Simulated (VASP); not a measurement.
# In2Bi with LDA: from relaxation to properties, part 3 of 5

How well does LDA reproduce what experiment finds for In2Bi? The cell is relaxed first, and properties follow on it. The start is a cell from a database of measured crystal structures.

VASP 6.6.1; LDA; plane waves and PAW (In_d, Bi_d).

Still holding for the runs below: The k-mesh is coarse for a metal.

So far. Step 3 (Second relaxation): It ends with forces that vanish by symmetry and a pressure of 0.03 GPa. Step 4 (Single point with fields (LDA)): In this run the pressure is 0.03 GPa, small enough to go on. The relaxed cell has a = 5.303, c = 6.640 Å (conventional setting).

**5. Bands along the symmetry lines (LDA)**

Levels along the symmetry lines show where the bands peak and cross; KPOINTS_OPT computes them in the converged potential.

Contents of INCAR:

```
SYSTEM = In2Bi
PREC = Accurate
ENCUT = 400
EDIFF = 1E-06
NELM = 100
ISMEAR = 1
SIGMA = 0.2
LREAL = .FALSE.
ALGO = Normal
GGA = CA
NBANDS = 60
LORBIT = 11
LWAVE = .FALSE.
LCHARG = .FALSE.
KPAR = 4
```

Contents of POSCAR:

```
In2Bi
1.0
    5.3027491976      0.0000000000      0.0000000000
   -2.6513745988      4.5923155149      0.0000000000
    0.0000000000      0.0000000000      6.6403466881
In Bi
4 2
Direct
    0.0000000000      0.0000000000      0.0000000000
    0.0000000000      0.0000000000      0.5000000000
    0.3333333333      0.6666666667      0.7500000000
    0.6666666667      0.3333333333      0.2500000000
    0.3333333333      0.6666666667      0.2500000000
    0.6666666667      0.3333333333      0.7500000000
```

Contents of KPOINTS:

```
Automatic mesh
0
Gamma
5 5 4
0 0 0
```

Contents of KPOINTS_OPT:

```
Line mode
16
Line-mode
Reciprocal
  0.00000000   0.00000000   0.00000000 GAMMA
  0.50000000   0.00000000   0.00000000 M

  0.50000000   0.00000000   0.00000000 M
  0.33333333   0.33333333   0.00000000 K

  0.33333333   0.33333333   0.00000000 K
  0.00000000   0.00000000   0.00000000 GAMMA

  0.00000000   0.00000000   0.00000000 GAMMA
  0.00000000   0.00000000   0.50000000 A

  0.00000000   0.00000000   0.50000000 A
  0.50000000   0.00000000   0.50000000 L

  0.50000000   0.00000000   0.50000000 L
  0.33333333   0.33333333   0.50000000 H

  0.33333333   0.33333333   0.50000000 H
  0.00000000   0.00000000   0.50000000 A

  0.50000000   0.00000000   0.50000000 L
  0.50000000   0.00000000   0.00000000 M

  0.33333333   0.33333333   0.00000000 K
  0.33333333   0.33333333   0.50000000 H
```

The projector-augmented-wave data sets are In_d and Bi_d (LDA family, release 64).

Command:

```bash
$ mpirun -np 4 vasp_std
```

Output:

```text
[... set-up lines as in an earlier step ...]
 entering main loop
       N       E                     dE             d eps       ncg     rms          rms(c)
DAV:   1     0.892014496025E+03    0.89201E+03   -0.32807E+04  1816   0.159E+03
DAV:   2     0.108762719664E+03   -0.78325E+03   -0.75716E+03  1800   0.460E+02
DAV:   3    -0.144968410335E+02   -0.12326E+03   -0.11964E+03  1936   0.194E+02
DAV:   4    -0.217925896656E+02   -0.72957E+01   -0.72553E+01  2140   0.518E+01
DAV:   5    -0.221729789119E+02   -0.38039E+00   -0.38027E+00  2808   0.101E+01    0.494E+00
DAV:   6    -0.220327700773E+02    0.14021E+00   -0.24808E-01  2388   0.483E+00    0.255E+00
DAV:   7    -0.220024072142E+02    0.30363E-01   -0.11132E-01  2464   0.249E+00    0.448E-01
DAV:   8    -0.220003788719E+02    0.20283E-02   -0.17019E-02  2372   0.114E+00    0.182E-01
   1 F= -.22000067E+02 E0= -.22001161E+02  d E =0.328205E-02
 Start KPOINTS_OPT (optional k-point list driver)
k-point batch [1-15\144]
       N       E                     dE             ncg
DAV:   1     0.626131678190E+04   -0.52255E+04     1816
DAV:   2    -0.555254219397E+04   -0.11814E+05     1800
DAV:   3    -0.741895853336E+04   -0.18664E+04     1964
DAV:   4    -0.752883534606E+04   -0.10988E+03     2136
DAV:   5    -0.753469898321E+04   -0.58636E+01     2888
DAV:   6    -0.753478378241E+04   -0.84799E-01     2768
DAV:   7    -0.753478618835E+04   -0.24059E-02     2768
DAV:   8    -0.753478629276E+04   -0.10441E-03     2768
DAV:   9    -0.753478629727E+04   -0.45171E-05     1920
DAV:  10    -0.753478629773E+04   -0.45209E-06     1312
[...]
k-point batch [136-144\144]
       N       E                     dE             ncg
DAV:   1     0.144634223981E+05   -0.13675E+05     1104
DAV:   2     0.736785717708E+04   -0.70956E+04     1080
DAV:   3     0.622283457593E+04   -0.11450E+04     1132
DAV:   4     0.615403435586E+04   -0.68800E+02     1292
DAV:   5     0.615049895397E+04   -0.35354E+01     1672
DAV:   6     0.615042664770E+04   -0.72306E-01     1728
DAV:   7     0.615042477965E+04   -0.18681E-02     1720
DAV:   8     0.615042470385E+04   -0.75796E-04     1712
DAV:   9     0.615042470053E+04   -0.33232E-05     1288
DAV:  10     0.615042470027E+04   -0.26140E-06      848
```

Elapsed: 88 s, on 4 MPI ranks of AMD EPYC 9R45, shared host; peak memory 1.1 GiB.

Parts of OUTCAR (step 5):

```text
   k-points           NKPTS =     15   k-points in BZ     NKDIM =     15   number of bands    NBANDS=     60

   NELECT =      82.0000    total number of electrons

 E-fermi :   7.7742

 k-point     1 :       0.0000    0.0000    0.0000
  band No.  band energies     occupation
    ...
     39       5.9709      2.00000
     40       6.0163      2.00000
     41       7.3683      2.01451
     42       7.4910      2.06235
     43       7.4910      2.06235
     44       7.9558     -0.02549
     45       8.2001     -0.01029
     46       9.8246     -0.00000
     47       9.8246     -0.00000
     48      10.3882     -0.00000
    ...

  Total        0.0556814      0.0556814      0.0379967     -0.0000000     -0.0000000      0.0000000
  in kB        0.5516929      0.5516929      0.3764721     -0.0000000     -0.0000000      0.0000000
  external PRESSURE =       0.4932859 kB  Pullay stress =       0.0000000 kB

 POSITION                                       TOTAL-FORCE (eV/Angst)
 -----------------------------------------------------------------------------------
      0.00000      0.00000      0.00000         0.000000      0.000000      0.000000
      0.00000      0.00000      3.32017         0.000000      0.000000      0.000000
     -0.00000      3.06154      4.98026         0.000000      0.000000      0.000000
      2.65137      1.53077      1.66009        -0.000000     -0.000000      0.000000
     -0.00000      3.06154      1.66009        -0.000000      0.000000     -0.000000
      2.65137      1.53077      4.98026         0.000000     -0.000000     -0.000000
 -----------------------------------------------------------------------------------
    total drift:                               -0.000000      0.000000     -0.000000

  FREE ENERGIE OF THE ION-ELECTRON SYSTEM (eV)
  ---------------------------------------------------
  free  energy   TOTEN  =       -22.0000670491 eV

  energy  without entropy=      -22.0033490950  energy(sigma->0) =      -22.00116106

[... 8 parts as in an earlier step ...]

[... 8 further parts left out ...]
```

Spin-orbit coupling is off here; with elements this heavy it splits and shifts levels by tenths of an eV or more.

Numbers from this step:

```
bands    : 60
pressure : 0.04933 GPa
```

Electronic bands along the path, in eV, zero at the Fermi level; # counts the bands kept, so #1 is VASP's band 33:

```tsv
point	#6	#7	#8	#9	#10	#11	#12	#13
Γ	-1.80	-1.80	-1.76	-0.41	-0.28	-0.28	0.18	0.43
0.47 of the way	-1.58	-1.57	-1.35	-0.77	-0.69	0.69	0.69	1.67
M	-3.81	-1.85	-1.66	-1.17	1.34	1.93	2.48	3.68
0.47 of the way	-3.13	-2.57	-1.92	0.05	1.13	1.47	2.23	3.31
K	-3.15	-3.15	-0.39	0.01	0.01	2.15	2.55	2.55
0.47 of the way	-2.01	-1.88	-1.66	-1.61	0.47	0.51	2.21	2.23
Γ	-1.80	-1.80	-1.76	-0.41	-0.28	-0.28	0.18	0.43
0.53 of the way	-2.26	-1.71	-1.71	-1.16	-0.50	-0.50	0.55	0.68
A	-1.88	-1.88	-1.88	-1.07	-1.07	-0.26	-0.26	-0.26
0.47 of the way	-2.71	-1.60	-1.60	-0.05	-0.05	1.25	1.25	2.09
L	-3.26	-0.58	-0.58	0.46	0.46	2.48	2.48	3.19
0.47 of the way	-2.07	-0.49	-0.49	0.58	0.58	1.32	1.32	2.48
H	-0.44	-0.27	-0.27	-0.17	-0.17	0.95	0.95	1.79
0.53 of the way	-2.13	-1.41	-1.41	-0.49	-0.49	1.85	1.85	2.45
A	-1.88	-1.88	-1.88	-1.07	-1.07	-0.26	-0.26	-0.26
jump to L	-3.26	-0.58	-0.58	0.46	0.46	2.48	2.48	3.19
0.47 of the way	-2.39	-2.36	-1.79	0.53	1.77	2.13	2.26	2.91
M	-3.81	-1.85	-1.66	-1.17	1.34	1.93	2.48	3.68
jump to K	-3.15	-3.15	-0.39	0.01	0.01	2.15	2.55	2.55
0.47 of the way	-2.24	-1.93	-0.32	0.23	0.23	1.56	1.56	1.97
H	-0.44	-0.27	-0.27	-0.17	-0.17	0.95	0.95	1.79
```

Of the projections kept (In, Bi), the largest for each band there; the rest of the weight can lie on other orbitals:

```tsv
point	#6	#7	#8	#9	#10	#11	#12	#13
Γ	Bi 0.60	Bi 0.60	In 0.91	Bi 0.81	In 0.66	In 0.66	In 0.76	In 0.96
M	Bi 0.56	In 0.77	Bi 0.68	In 0.50	In 0.89	In 0.50	In 0.72	Bi 0.59
K	Bi 0.57	Bi 0.57	In 0.57	In 0.74	In 0.74	In 0.53	Bi 0.60	Bi 0.60
Γ	Bi 0.60	Bi 0.60	In 0.91	Bi 0.81	In 0.66	In 0.66	In 0.76	In 0.96
A	Bi 0.73	Bi 0.73	Bi 0.73	In 0.54	In 0.54	In 0.91	In 0.91	In 0.91
L	Bi 0.55	Bi 0.62	Bi 0.62	In 0.80	In 0.80	In 0.59	In 0.59	In 0.54
```

There is no gap at this level.

**6. Density of states (LDA)**

Here the states are counted by energy and projected on the atoms. The mesh is finer than in the run before.

INCAR, as its differences from that of step 5:

```diff
@@ -5,3 +5,3 @@
 NELM = 100
-ISMEAR = 1
+ISMEAR = -5
 SIGMA = 0.2
@@ -15 +15,2 @@
 KPAR = 4
+NEDOS = 2001
```

POSCAR is that of step 5.

Contents of KPOINTS:

```
Automatic mesh
0
Gamma
7 7 5
0 0 0
```

Command:

```bash
$ mpirun -np 4 vasp_std
```

Output:

```text
[... set-up lines as in an earlier step ...]
 entering main loop
       N       E                     dE             d eps       ncg     rms          rms(c)
DAV:   1     0.897066802785E+03    0.89707E+03   -0.32553E+04  2936   0.159E+03
DAV:   2     0.109201506470E+03   -0.78787E+03   -0.76091E+03  2880   0.463E+02
DAV:   3    -0.145202503534E+02   -0.12372E+03   -0.12080E+03  3100   0.195E+02
DAV:   4    -0.216950583640E+02   -0.71748E+01   -0.71393E+01  3392   0.518E+01
DAV:   5    -0.220683451178E+02   -0.37329E+00   -0.37291E+00  4548   0.101E+01    0.496E+00
DAV:   6    -0.219295456016E+02    0.13880E+00   -0.24074E-01  3824   0.465E+00    0.255E+00
DAV:   7    -0.218991279534E+02    0.30418E-01   -0.89129E-02  4000   0.222E+00    0.441E-01
DAV:   8    -0.218974011030E+02    0.17269E-02   -0.12958E-02  3832   0.950E-01    0.177E-01
DAV:   9    -0.218971137392E+02    0.28736E-03   -0.12108E-03  4540   0.216E-01    0.729E-02
DAV:  10    -0.218971037609E+02    0.99783E-05   -0.10884E-04  3860   0.808E-02    0.289E-02
DAV:  11    -0.218971069651E+02   -0.32042E-05   -0.58354E-06  3624   0.180E-02    0.916E-03
DAV:  12    -0.218971078459E+02   -0.88082E-06   -0.11411E-06  1832   0.105E-02
   1 F= -.21897108E+02 E0= -.21897108E+02  d E =0.000000E+00
 -----------------------------------------------------------------------------
|                                                                             |
|           W    W    AA    RRRRR   N    N  II  N    N   GGGG   !!!           |
|           W    W   A  A   R    R  NN   N  II  NN   N  G    G  !!!           |
|           W    W  A    A  R    R  N N  N  II  N N  N  G       !!!           |
|           W WW W  AAAAAA  RRRRR   N  N N  II  N  N N  G  GGG   !            |
|           WW  WW  A    A  R   R   N   NN  II  N   NN  G    G                |
|           W    W  A    A  R    R  N    N  II  N    N   GGGG   !!!           |
|                                                                             |
|     Tetrahedron method does not include variations of the Fermi             |
|     occupations, so forces and stress will be inaccurate. We suggest        |
|     using a different smearing scheme ISMEAR = 1 or 2 for metals in         |
|     relaxations.                                                            |
|                                                                             |
 -----------------------------------------------------------------------------
```

The job ended after 16 s (4 MPI ranks; peak memory 0.98 GiB; 62 s of CPU time).

From OUTCAR (step 6):

```text
   k-points           NKPTS =     24   k-points in BZ     NKDIM =     24   number of bands    NBANDS=     60

   NELECT =      82.0000    total number of electrons

 E-fermi :   7.7270

 k-point     1 :       0.0000    0.0000    0.0000
  band No.  band energies     occupation
    ...
     39       5.9806      2.00000
     40       6.0074      2.00000
     41       7.3509      2.00000
     42       7.4901      2.00418
     43       7.4901      2.57479
     44       7.9652      0.00000
     45       8.2235      0.00000
     46       9.8358      0.00000
     47       9.8358      0.00000
     48      10.3929      0.00000
    ...

  Total        1.4569455      1.4569455     -1.8741868      0.0000000      0.0000000     -0.0000000
  in kB       14.4354498     14.4354498    -18.5694869      0.0000000      0.0000000     -0.0000000
  external PRESSURE =       3.4338043 kB  Pullay stress =       0.0000000 kB

 POSITION                                       TOTAL-FORCE (eV/Angst)
 -----------------------------------------------------------------------------------
      0.00000      0.00000      0.00000        -0.000000     -0.000000     -0.000000
      0.00000      0.00000      3.32017        -0.000000     -0.000000     -0.000000
     -0.00000      3.06154      4.98026        -0.000000     -0.000000      0.000000
      2.65137      1.53077      1.66009        -0.000000      0.000000      0.000000
     -0.00000      3.06154      1.66009        -0.000000      0.000000     -0.000000
      2.65137      1.53077      4.98026         0.000000      0.000000     -0.000000
 -----------------------------------------------------------------------------------
    total drift:                               -0.000000      0.000000     -0.000000

  FREE ENERGIE OF THE ION-ELECTRON SYSTEM (eV)
  ---------------------------------------------------
  free  energy   TOTEN  =       -21.8971078459 eV

  energy  without entropy=      -21.8971078459  energy(sigma->0) =      -21.89710785

[... 7 parts as in an earlier step ...]

[... 9 further parts left out ...]
```

With tetrahedra the forces and stress of a metal are not exact derivatives of the energy.

Numbers from this step:

```
irreducible k-points   : 24
free energy (TOTEN)    : -21.90 eV
Fermi energy           : 7.727 eV
pressure               : 0.3434 GPa
DOS at the Fermi level : 3.849 states/eV/cell
```

The density of states has structure finer than the step of the table below, so its rows give means over 0.5 eV, whole bins alone (the curve runs from -12.0 to 4.76 eV). Peaks (eV: height): total -10.72: 6.05, -2.01: 4.54, 1.26: 4.91, 3.13: 5.61; In p 1.26: 1.10, 1.65: 1.04, 3.13: 1.39, 4.14: 0.999; Bi p -2.01: 0.872, -1.62: 0.960, -0.69: 1.12, 3.13: 0.905; In s -7.14: 1.17, -6.60: 0.963, -5.90: 1.10, -4.27: 1.01; In d -10.72: 0.262, 1.65: 0.111, 3.13: 0.174, 4.14: 0.136.

States under -12.0 eV and over 4.8 eV are left out. Density of states against energy, zero at the Fermi level; means over each step; values in states/eV/cell:

```tsv
energy (eV)	total	In p	Bi p	In s	In d	Bi s
-11.5	1.95	0.0292	0.00410	0.127	0.0357	1.13
-11.0	3.75	0.0725	0.00521	0.0933	0.121	2.42
-10.5	1.71	0.0273	0.00167	0.0199	0.0761	1.16
-10.0	0	0	0	0	0	0
-9.5	0	0	0	0	0	0
-9.0	0	0	0	0	0	0
-8.5	0	0	0	0	0	0
-8.0	0	0	0	0	0	0
-7.5	0	0	0	0	0	0
-7.0	2.32	0.0652	0.188	0.856	0.0249	0.0865
-6.5	2.38	0.0689	0.206	0.855	0.0254	0.145
-6.0	2.84	0.0954	0.241	1.01	0.0272	0.219
-5.5	1.64	0.0697	0.126	0.597	0.0144	0.121
-5.0	1.73	0.110	0.146	0.612	0.0163	0.0388
-4.5	2.24	0.151	0.175	0.813	0.0226	0.0467
-4.0	1.96	0.148	0.159	0.705	0.0194	0.0357
-3.5	1.47	0.193	0.207	0.300	0.0138	0.0218
-3.0	2.40	0.376	0.433	0.263	0.0297	0.0303
-2.5	3.07	0.459	0.581	0.361	0.0461	0.0369
-2.0	3.39	0.491	0.668	0.435	0.0586	0.0433
-1.5	3.29	0.418	0.785	0.374	0.0701	0.0290
-1.0	2.95	0.343	0.787	0.332	0.0620	0.0280
-0.5	2.91	0.425	0.669	0.310	0.0567	0.0514
0.0	2.75	0.522	0.456	0.286	0.0538	0.0674
0.5	2.30	0.457	0.356	0.258	0.0456	0.0511
1.0	3.03	0.685	0.430	0.261	0.0677	0.0499
1.5	3.79	0.927	0.493	0.238	0.0963	0.0604
2.0	3.08	0.789	0.376	0.155	0.0840	0.0387
2.5	3.36	0.866	0.446	0.156	0.0953	0.0326
3.0	4.18	1.05	0.631	0.222	0.128	0.0356
3.5	3.38	0.862	0.511	0.168	0.112	0.0369
4.0	3.59	0.937	0.509	0.139	0.127	0.0338
4.5	3.09	0.861	0.424	0.102	0.116	0.0240
```

The finer mesh and the other smearing move the Fermi level by -0.05 eV from the 5×5×4 run, a small shift, which tests the Fermi level alone. Of the states within 0.3 eV of the Fermi level, the largest shares in the PAW spheres are In p 19 %, Bi p 17 % and In s 10 %. The rest lies in smaller channels or between the spheres.

**7. Independent-particle dielectric function (LDA)**

LOPTICS sums transitions from filled to empty bands. NBANDS is raised for it.

Contents of INCAR:

```
SYSTEM = In2Bi
PREC = Accurate
ENCUT = 400
EDIFF = 1E-06
NELM = 100
ISMEAR = 1
SIGMA = 0.2
LREAL = .FALSE.
ALGO = Normal
GGA = CA
NBANDS = 89
LORBIT = 11
LWAVE = .FALSE.
LCHARG = .FALSE.
KPAR = 4
LOPTICS = .TRUE.
NEDOS = 1500
CSHIFT = 0.1
```

POSCAR is that of step 6.

KPOINTS is that of step 6.

Command:

```bash
$ mpirun -np 4 vasp_std
```

Output:

```text
[... set-up lines as in an earlier step ...]
 entering main loop
       N       E                     dE             d eps       ncg     rms          rms(c)
DAV:   1     0.941629226736E+03    0.94163E+03   -0.27696E+04  4648   0.108E+03
DAV:   2     0.148988180370E+03   -0.79264E+03   -0.73165E+03  4272   0.345E+02
DAV:   3    -0.114186543133E+02   -0.16041E+03   -0.15536E+03  4594   0.145E+02
DAV:   4    -0.216209650125E+02   -0.10202E+02   -0.10155E+02  5110   0.409E+01
DAV:   5    -0.220448760719E+02   -0.42391E+00   -0.42368E+00  6352   0.764E+00    0.503E+00
DAV:   6    -0.219153177962E+02    0.12956E+00   -0.20492E-01  6400   0.317E+00    0.253E+00
DAV:   7    -0.218856876486E+02    0.29630E-01   -0.58652E-02  6584   0.142E+00    0.447E-01
DAV:   8    -0.218838098696E+02    0.18778E-02   -0.95030E-03  5856   0.574E-01    0.160E-01
DAV:   9    -0.218835233098E+02    0.28656E-03   -0.51264E-04  6488   0.122E-01    0.516E-02
DAV:  10    -0.218835277758E+02   -0.44660E-05   -0.64185E-05  6064   0.392E-02    0.213E-02
DAV:  11    -0.218835277953E+02   -0.19423E-07   -0.26227E-06  5480   0.925E-03
   1 F= -.21883528E+02 E0= -.21876936E+02  d E =-.197759E-01
 optical routines
 imaginary and real dielectric function
 recalculating local potential from charge density
 direction            1
 direction            2
 direction            3
```

Elapsed: 26 s, on 4 MPI ranks; peak memory 1.9 GiB.

OUTCAR, selected parts (step 7):

```text
   k-points           NKPTS =     24   k-points in BZ     NKDIM =     24   number of bands    NBANDS=     89

   NELECT =      82.0000    total number of electrons

 E-fermi :   7.7159

 k-point     1 :       0.0000    0.0000    0.0000
  band No.  band energies     occupation
    ...
     39       5.9803      2.00000
     40       6.0091      2.00000
     41       7.3421      2.02385
     42       7.4894      2.06796
     43       7.4894      2.06796
     44       7.9670     -0.07063
     45       8.2328     -0.00158
     46       9.8392     -0.00000
     47       9.8392     -0.00000
     48      10.3946     -0.00000
    ...

  Total        1.3404980      1.3404980     -1.4435957      0.0000000      0.0000000     -0.0000000
  in kB       13.2816858     13.2816858    -14.3031800      0.0000000      0.0000000     -0.0000000
  external PRESSURE =       4.0867306 kB  Pullay stress =       0.0000000 kB

 POSITION                                       TOTAL-FORCE (eV/Angst)
 -----------------------------------------------------------------------------------
      0.00000      0.00000      0.00000        -0.000000      0.000000      0.000000
      0.00000      0.00000      3.32017        -0.000000      0.000000      0.000000
     -0.00000      3.06154      4.98026         0.000000     -0.000000      0.000000
      2.65137      1.53077      1.66009        -0.000000      0.000000      0.000000
     -0.00000      3.06154      1.66009        -0.000000      0.000000      0.000000
      2.65137      1.53077      4.98026         0.000000     -0.000000     -0.000000
 -----------------------------------------------------------------------------------
    total drift:                               -0.000000      0.000000     -0.000000

  FREE ENERGIE OF THE ION-ELECTRON SYSTEM (eV)
  ---------------------------------------------------
  free  energy   TOTEN  =       -21.8835277953 eV

  energy  without entropy=      -21.8637519364  energy(sigma->0) =      -21.87693584

 plasma frequency squared (from intraband transitions) (eV^2)
  --------------------------------------------------------------------------------------
      54.334       0.000       0.000
       0.000      54.334       0.000
       0.000       0.000     120.899

[... 8 parts as in an earlier step ...]

[... 8 further parts left out ...]
```

These are independent-particle spectra without excitons or local fields, and fine structure depends on the mesh and on CSHIFT. The intraband (Drude) part is not in this spectrum.

Numbers from this step:

| Quantity | Value |
| --- | --- |
| SCF cycles | 11 |
| bands | 89 |
| free energy (TOTEN) | -21.88 eV |
| energy at zero smearing | -21.88 eV |
| Fermi energy | 7.716 eV |
| pressure | 0.4087 GPa |

The imaginary dielectric function has structure finer than the step of the table below, so its rows give means over 1 eV, whole bins alone (the curve runs from 0 to 25.0 eV). Peaks (eV: height): xx 0.2: 294; zz 0.5: 82.5, 1.2: 61.2, 1.6: 67.7.

Imaginary dielectric function against photon energy; means over each step:

```tsv
photon energy (eV)	xx	zz
1	91.6	51.1
2	33.7	38.3
3	9.92	11.4
4	5.56	5.09
5	1.86	2.22
6	1.57	1.85
7	1.13	1.19
8	0.695	0.822
9	0.382	0.587
10	0.278	0.409
11	0.280	0.330
12	0.286	0.366
13	0.245	0.259
14	0.272	0.284
15	0.341	0.407
16	0.474	0.521
17	0.402	0.411
18	0.415	0.393
19	0.358	0.361
20	0.393	0.412
21	0.317	0.350
22	0.250	0.244
23	0.237	0.225
24	0.298	0.284
```

Table of real dielectric function by photon energy:

```tsv
photon energy (eV)	xx	zz
0	517	86.4
1	-21.6	45.0
2	-30.1	-20.5
3	-14.0	-10.0
4	-10.7	-7.78
5	-5.26	-3.98
6	-3.32	-2.97
7	-2.32	-1.82
8	-1.61	-1.36
9	-1.01	-0.744
10	-0.463	-0.287
11	-0.180	0.0119
12	0.0990	0.154
13	0.254	0.291
14	0.469	0.602
15	0.609	0.652
16	0.565	0.512
17	0.581	0.645
18	0.615	0.607
19	0.650	0.772
20	0.591	0.657
21	0.625	0.642
22	0.610	0.612
23	0.679	0.693
24	0.779	0.790
```

At these settings, which differ from those of the relaxation, the cell is under a pressure of 0.4 GPa.

(Continued in part 4 of 5.)

[Lines on the potential files, build, host, timing and source positions are cut from VASP's logs without a mark.]

[Logs are printed without paths, hosts, clocks, repeated set-up lines and the standing remarks that a program may print on its own settings, such as how far it seeks lower states.]

[Hosts, paths, dates, database ids (printed as entryN), source tags and the programs' standing remarks are cut or masked in the printed files.]

[A measured line is paired with the nearest computed mode of its activity, which favours agreement.]
